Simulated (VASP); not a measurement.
All values below come from LDA (Ceperley-Alder, Perdew-Zunger), VASP's LDA PAW potentials (set 64) (plane waves; VASP).

Input for VASP

### INCAR
```
SYSTEM  =  Ni3Fe
PREC  =  Accurate; ENCUT  =  520; LREAL  =  .FALSE.
LASPH  =  .TRUE.
EDIFF  =  1E-7; NELM  =  100; ALGO  =  Normal
LMAXMIX  =  4
ISMEAR  =  -5
MAGMOM  =  2.7 3*0.6
ISPIN  =  2
ISIF  =  2
LWAVE  =  .FALSE.; LCHARG  =  .TRUE.; LORBIT  =  11
NEDOS  =  601
LEFG  =  .TRUE.
```

**POSCAR**
```
Ni3Fe
1
    3.4448563514     0.0000000000     0.0000000000
    0.0000000000     3.4448563514     0.0000000000
   -0.0000000000    -0.0000000000     3.4448563514
Fe Ni
1 3
Direct
  0.0000000000   0.0000000000   0.0000000000
  0.0000000000   0.5000000000   0.5000000000
  0.5000000000   0.0000000000   0.5000000000
  0.5000000000   0.5000000000   0.0000000000
```

File KPOINTS:
```
Automatic mesh
0
Gamma
10 10 10
0 0 0
```

POTCAR, in this order: Fe Ni (LDA.64 set). Program: vasp_std.

Q: Predict the energy per atom (σ→0), cell moment, band gap (on the k-mesh).

A: 
```json
{
 "energy per atom (σ→0)": "-7298 meV/atom",
 "cell_moment": "4.41 μB",
 "band gap (on the k-mesh)": "none (metal, semimetal or under 0.01 eV)"
}
```

File OSZICAR:
```
...
DAV:  15    -0.291908495952E+02   -0.45717E-04   -0.21862E-05  8844   0.888E-02    0.148E-02
DAV:  16    -0.291908460854E+02    0.35098E-05   -0.28660E-06  7085   0.358E-02    0.305E-03
DAV:  17    -0.291908428187E+02    0.32667E-05   -0.31488E-07  4969   0.665E-03    0.118E-03
DAV:  18    -0.291908416542E+02    0.11645E-05   -0.24888E-08  3030   0.239E-03    0.507E-04
DAV:  19    -0.291908415435E+02    0.11071E-06   -0.66745E-09  3005   0.140E-03    0.262E-04
DAV:  20    -0.291908417040E+02   -0.16046E-06   -0.25259E-09  3016   0.971E-04    0.210E-04
DAV:  21    -0.291908418002E+02   -0.96227E-07   -0.10015E-09  2998   0.584E-04
   1 F= -.29190842E+02 E0= -.29190842E+02  d E =0.000000E+00  mag=     4.4145
```

The compound is Ni3Fe in the L1_2 structure. It was relaxed first, which changed the volume by -9 %.
